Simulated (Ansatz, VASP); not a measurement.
## Y (Y(0001)): VASP beside Ansatz

Wanted: the spread between two codes on one cell, functional and k mesh.

Main program and level: Ansatz 0.2.0; plane waves, with VASP 6.6.1 beside it; single point at PBEsol.

## Step 1: Set-up

The cell holds 8 atoms: 8 Y. Cell: a = 3.595 Å, b = 3.595 Å, c = 34.557 Å, α = 90.0°, β = 90.0°, γ = 60.0°. It derives from Y. As first built, before any earlier steps moved the atoms (in the runner's words): 8 layers of hcp Y, cut at this functional's lattice. Vacuum lies along c.

As a file:

```cif
data_structure
_symmetry_space_group_name_H-M 'P 1'
_symmetry_Int_Tables_number 1
_cell_length_a 3.5948
_cell_length_b 3.5948
_cell_length_c 34.5573
_cell_angle_alpha 90.000
_cell_angle_beta 90.000
_cell_angle_gamma 60.000
_cell_volume 386.74
loop_
_atom_site_label
_atom_site_type_symbol
_atom_site_fract_x
_atom_site_fract_y
_atom_site_fract_z
_atom_site_occupancy
Y1 Y 0.66667 0.66667 0.21778 1
Y2 Y 0.00000 0.00000 0.29699 1
Y3 Y 0.66667 0.66667 0.37895 1
Y4 Y 0.00000 0.00000 0.45973 1
Y5 Y 0.66667 0.66667 0.54027 1
Y6 Y 0.00000 0.00000 0.62105 1
Y7 Y 0.66667 0.66667 0.70301 1
Y8 Y 0.00000 0.00000 0.78222 1
```

## Step 2: Ansatz: single point, PBEsol

Ansatz runs on its default PAW (the set named soft_2) files.

With cell and atoms fixed, the geometry can't cause a difference; cores, projectors, grids and the points listed under the comparison can.

Input file input.yaml:

```yaml
crystal:
  lattice:
    - [3.5948180247, 0.0, 0.0]
    - [1.7974090124, 3.1132037314, 0.0]
    - [0.0, 0.0, 34.5573257033]
  atoms:
    - { symbol: "Y", position: [0.66666667, 0.66666667, 0.2177762992] }
    - { symbol: "Y", position: [0.0, 0.0, 0.2969860129] }
    - { symbol: "Y", position: [0.66666667, 0.66666667, 0.378953924] }
    - { symbol: "Y", position: [0.0, 0.0, 0.4597321954] }
    - { symbol: "Y", position: [0.66666667, 0.66666667, 0.5402678046] }
    - { symbol: "Y", position: [0.0, 0.0, 0.621046076] }
    - { symbol: "Y", position: [0.66666667, 0.66666667, 0.7030139871] }
    - { symbol: "Y", position: [0.0, 0.0, 0.7822237008] }
hamiltonian:
  xc: pbesol
  pseudopotentials: { kind: paw }
kpoints:
  mp_grid: { grid: [12, 12, 1] }
scf:
  occupations: { method: methfessel_paxton, width: 0.15 }
  n_extra_bands: 6
efield:
  axis: 3
  dipole_correction: true
  ramp_width: 0.04
output:
  forces: true
  eigenvalues: true
```

Launch:

```sh
ansatz run input.yaml --threads 4 --pin off --max-ram 9216MiB --backend cpu --events-out ev --progress --plain --runs-dir out
```

Numbers of over 12 decimals in the logs are rounded to 6 here.

What it wrote:

```text
scf.n_extra_bands = 6 over 44 filled bands (N_el = 88.0): the run solves 50 bands
Engine: ansatz 0.2.0, aarch64-unknown-linux-gnu
Pseudopotentials: kind: paw
Pseudopotential: Y, paw, valence charge 11, recommended cutoff 420 eV (normal), Y.paw.azcp
Functional definition: PBEsol
  exchange = pbesol_x
  correlation = pbesol_c
Crystal: 8 atoms, lattice volume = 386.745 Å³
Basis set: ecut = 420 eV, 7435 PW (Γ), exchange–correlation on 50×50×480 points (8 copies of the dense FFT grid, shifted against one another)
Bands: 50, of which v1, the nominal top of the filled ones, is band 44 counted from 1 (43 counted from 0)
Symmetry: 6 space group operations
k-points: 19 of 144 (time reversal used)
Non-local potential: Y, projectors of the file, l = 0: 3, l = 1: 2, l = 2: 2, l = 3: 1
PAW form: soft (Blöchl's): semilocal exchange-correlation on the pseudo side does not see the compensation charge
PAW frozen core: Y, regenerated for the run's functional, and the local potential with it (the file was generated under x = pbe(κ = 0.804, μ = 0.219515), c = pbe(β = 0.066725))
PAW one-centre angular grid: Y, 590 points (default); XC on 64 Gauss nodes
Initial density: superposition of atomic densities (neutral atoms: chi_scale 0, normalization atom), corrected by the library's trained network
Initial wavefunctions: pseudopotential atomic-orbital guess
Functional: x = pbesol(κ = 0.804, μ = 0.123457), c = pbesol(β = 0.046)
SCF iter   1: F=—  HF=-30359.027555 eV  |F-HF|=—  |Δ(HF+E_count)|=         —  Δρ=2.70e-3  dr2=1.31e-1  ethr=1.77e-3  p=0.000 e·Å  D=7.00e-14 V/Å  ΔV_dip=-0.00 eV  dr2_dipole=1.09e-8  V_vac-E_F(+/−)=3.14/3.14 eV  ⟨swp⟩=9.0  Hψ=4575  notcnv=0
efield: sawtooth ramp at fractional position 0.9800 (placed from the atoms, in the widest stretch of the axis that holds none; the zero of the levels goes with the place), width 0.0400; the density the first Hamiltonian is built on has a dipole p = 0.000 e·Å; the dipole correction subtracts the counter field D = 7.00e-14 V/Å, which shifts the + side's vacuum level by -0.00 eV against the − side's; the planar-averaged density in the ramp window peaks in size at 1.7e-4 e/Å³
preconditioner: auto → LDOS  [metal: Δε(μ)=0.011 eV  Ē_g=1.741 eV  σ=0.150 eV  W_gap=0.06  n_scr=64 (ndim 8)  ℏωp=9.3 eV  f_vac=0.306  D(μ)=18.02/eV (n_scr^D=168)  β→1.0]
SCF iter   2: F=—  HF=-30359.025623 eV  |F-HF|=—  |Δ(HF+E_count)|=   1.93e-3  S|Δr|=    0.00e0  Δρ=7.11e-4  dr2=6.33e-3  ethr=1.48e-4  p=-0.000 e·Å  D=-6.73e-6 V/Å  ΔV_dip=0.00 eV  dr2_dipole=1.50e-6  V_vac-E_F(+/−)=3.29/3.29 eV  ⟨swp⟩=1.0  Hψ=1121  notcnv=0
SCF iter   3: F=—  HF=-30359.025958 eV  |F-HF|=—  |Δ(HF+E_count)|=   3.35e-4  S|Δr|=    0.00e0  Δρ=2.68e-4  dr2=8.02e-4  ethr=7.20e-6  p=-0.000 e·Å  D=-2.75e-6 V/Å  ΔV_dip=0.00 eV  dr2_dipole=4.39e-6  V_vac-E_F(+/−)=3.29/3.29 eV  ⟨swp⟩=2.3  Hψ=1662  notcnv=0
SCF iter   4: F=—  HF=-30359.025951 eV  |F-HF|=—  |Δ(HF+E_count)|=   7.39e-6  S|Δr|=    0.00e0  Δρ=1.21e-4  dr2=2.43e-4  ethr=9.11e-7  p=0.000 e·Å  D=9.46e-7 V/Å  ΔV_dip=-0.00 eV  dr2_dipole=1.32e-9  V_vac-E_F(+/−)=3.29/3.29 eV  ⟨swp⟩=2.1  Hψ=1639  notcnv=0
SCF iter   5: F=—  HF=-30359.025926 eV  |F-HF|=—  |Δ(HF+E_count)|=   2.46e-5  S|Δr|=    0.00e0  Δρ=4.68e-5  dr2=2.84e-5  ethr=2.77e-7  p=0.000 e·Å  D=2.44e-7 V/Å  ΔV_dip=-0.00 eV  dr2_dipole=1.77e-9  V_vac-E_F(+/−)=3.29/3.29 eV  ⟨swp⟩=1.9  Hψ=1097  notcnv=0
SCF iter   6: F=—  HF=-30359.026095 eV  |F-HF|=—  |Δ(HF+E_count)|=   1.69e-4  S|Δr|=    0.00e0  Δρ=1.13e-5  dr2=2.88e-6  ethr=3.23e-8  p=0.000 e·Å  D=6.37e-7 V/Å  ΔV_dip=-0.00 eV  dr2_dipole=1.76e-8  V_vac-E_F(+/−)=3.29/3.29 eV  ⟨swp⟩=2.2  Hψ=1647  notcnv=0
SCF iter   7: F=—  HF=-30359.026096 eV  |F-HF|=—  |Δ(HF+E_count)|=   1.68e-7  S|Δr|=    0.00e0  Δρ=7.03e-6  dr2=7.40e-7  ethr=3.27e-9  p=0.000 e·Å  D=5.14e-8 V/Å  ΔV_dip=-0.00 eV  dr2_dipole=9.72e-9  V_vac-E_F(+/−)=3.29/3.29 eV  ⟨swp⟩=3.1  Hψ=1825  notcnv=0
SCF iter   8: F=—  HF=-30359.026096 eV  |F-HF|=—  |Δ(HF+E_count)|=   2.66e-8  S|Δr|=    0.00e0  Δρ=2.09e-6  dr2=1.60e-7  ethr=8.41e-10  p=0.000 e·Å  D=8.22e-8 V/Å  ΔV_dip=-0.00 eV  dr2_dipole=4.16e-10  V_vac-E_F(+/−)=3.28/3.28 eV  ⟨swp⟩=2.0  Hψ=1486  notcnv=0
SCF iter   9: F=-30359.026096 eV  HF=-30359.026096 eV  |F-HF|=5.53e-10  |Δ(HF+E_count)|=   9.56e-9  S|Δr|=    0.00e0  Δρ=7.70e-7  dr2=6.12e-9  ethr=1.14e-10  p=0.000 e·Å  D=3.82e-8 V/Å  ΔV_dip=-0.00 eV  dr2_dipole=2.79e-11  V_vac-E_F(+/−)=3.28/3.28 eV  ⟨swp⟩=16.3  Hψ=3630  notcnv=0
SCF 1 converged in 9 iterations: F = -30359.026096 eV  dr2 = 6.12e-9
  greatest PAW one-centre occupation: 0.993 electrons in one spin orbital (limit 2), on the Y atom at site 4 (counted from 0), in its partial waves of l = 0
SCF converged after 9 iterations
Stability not checked: this state was not tested for a lower state beside it, because cold or Methfessel-Paxton smearing, or corrected tetrahedra, fill the levels in a way that the test cannot read (fill_not_monotonic; see scf.lower_state_search)
Free energy (F): -30359.026096 eV
Harris-Foulkes:  -30359.026096 eV  (|F-HF|=5.53e-10)
Internal energy: -30359.023806 eV  (E = F + TS)
E sigma→0 (E₀):  -30359.025523 eV
Entropy (-TS):   -0.002290 eV (-0.286 meV/atom)
Fermi energy:    5.273537 eV
Dipole field:    D = -0.000005 V/Å  (p = -0.000011 e·Å, saw-weighted, corrected)
Work function:   Φ+ = 3.2844 eV   Φ− = 3.2842 eV
Levels:          The Fermi level and band energies are counted from a zero that moves with the ramp; work functions are not
--- Per-component energies (eV) ---
  E_band       = -1325.871462
  E_kinetic    = 2438.305996
  E_local      = -50735.458107  (includes V_loc(G=0)·N_el)
  E_nonlocal   = 415.415933
  E_hartree    = 24287.150816
  E_xc         = -1370.135575
  E_vxc        = -1580.632329  (∫ρ·V_xc dr)
  E_paw        = -22187.934032  (= ΣΔE_a)
  E_vpaw       = -437.808876  (= ΣTr[D̂ρ^β])
  E_aug_tail   = 0.000019  (compensation charges beyond the density's cutoff)
  E_efield     = 0.000000  (sawtooth field / dipole correction)
  E_vefield    = 0.000000  (∫n·V_field dr)
  E_ewald      = 16792.440961
  E_core_change = 1.190182  (= ΣΔE_core)
  E_smearing   = -0.002290  (= −TS)
  E_closure    = -0.000000  (closes the sum)
  Σ components = -30359.026096   (vs F -30359.026096, Δ=0.00e0)
--- Forces (eV/Å), atoms counted from 1 ---
  atom   1  Y      0.00000000    -0.00000000     0.01876836
  atom   2  Y     -0.00000000     0.00000000     0.01796109
  atom   3  Y      0.00000000    -0.00000000    -0.03187917
  atom   4  Y     -0.00000000     0.00000000     0.00514136
  atom   5  Y      0.00000000    -0.00000000    -0.00513770
  atom   6  Y     -0.00000000     0.00000000     0.03187190
  atom   7  Y      0.00000000    -0.00000000    -0.01795692
  atom   8  Y     -0.00000000     0.00000000    -0.01876662
  max |Σ_I F_I| component: 2.29e-6 eV/Å
--- Band table (eV; the first three rows and the last of 19) ---
  k-point 0: bands = [... 40 lower, 5.4081, 5.4094, 6.0939, 6.1389, 6.2834, 6.4397, 6.8180, 6.8380, ... 2 higher]
  k-point 1: bands = [... 40 lower, 5.4215, 5.4233, 5.9145, 5.9751, 6.1023, 6.3172, 6.6450, 6.6542, ... 2 higher]
  k-point 2: bands = [... 40 lower, 5.3697, 5.3909, 5.5285, 5.6571, 5.6904, 6.0369, 6.1136, 6.1731, ... 2 higher]
  k-point 18: bands = [... 40 lower, 4.8069, 4.8069, 4.8312, 4.8758, 4.8826, 5.2296, 5.2296, 5.6804, ... 2 higher]
```

Wall time 7.3 s (4 threads of Arm Neoverse V2, shared host); peak memory 0.84 GiB; 28 s of CPU time.

In the SCF lines HF is the Harris–Foulkes energy and dr2 the Hartree energy of the density residual, in eV; the loop may stop once dr2 is under the threshold and the program's other checks hold. Hψ counts applications of the Hamiltonian.

(Part 1 of 2 ends here.)

[Lines on the potential files, build, host, timing and source positions are cut from VASP's logs without a mark.]

[Logs are printed without paths, hosts, clocks, repeated set-up lines and the standing remarks that a program may print on its own settings, such as how far it seeks lower states.]

[Hosts, paths, dates, database ids (printed as entryN), source tags and the programs' standing remarks are cut or masked in the printed files.]
